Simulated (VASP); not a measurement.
Wanted: the native input for a VASP 6.6.1 run.

```
Task                   : relaxation of the atoms
Functional             : PBEsol
Potentials or basis    : VASP PAW PBE potentials, release 64 (Mo_sv)
Cutoff                 : 600 eV
k mesh                 : 16 × 16 × 16
Occupations            : methfessel-paxton, width 0.1 eV
Spin                   : no spin polarisation
Further INCAR settings : ALGO = Fast; EDIFF = 1e-07; IBRION = 2; EDIFFG = -0.01; NSW = 40
```

The structure of Mo lies in POSCAR:

```
Mo                                      
1.0
   -1.5333746694      1.5333746694      1.5333746694
    1.5333746694     -1.5333746694      1.5333746694
    1.5333746694      1.5333746694     -1.5333746694
  Mo            
     1
Direct
     0.0000000000000000    0.0000000000000000    0.0000000000000000
```

The cell isn't the ideal one: a relaxed cell with its volume scaled by 0.94.

The input as run:

INCAR

```
SYSTEM = Mo
  ALGO = Fast
  EDIFF = 1E-7
  EDIFFG = -0.01
  ENCUT = 600
  GGA = PS
  IBRION = 2
  ISIF = 2
  ISMEAR = 1
  LASPH = .True.
  LCHARG = .False.
  LREAL = .False.
  LWAVE = .False.
  NELM = 80
  NSW = 40
  PREC = Accurate
  SIGMA = 0.1
```

KPOINTS

```
k-points
0
Gamma
  16 16 16
  0 0 0
```

Potentials or basis: VASP PAW PBE potentials, release 64 (Mo_sv).

Launch:

```console
$ cat potpaw_PBE.64/Mo_sv/POTCAR > POTCAR
$ mpirun -np 1 vasp_std > vasp.out
```

Results of the run:

| Item | Value |
| --- | --- |
| Pressure after relaxing | 19.8 GPa |
| Band gap on the k mesh | none (metal or under the smearing width) |

Caveat: the relaxation stopped at its first step, so nothing moved; the PAW data sets were made with another functional, which shifts forces and pressure a little.

Run time: 11 s on 1 thread of Intel(R) Xeon(R) 6975P-C (Granite Rapids), on a shared host, peak memory 0.16 GiB.
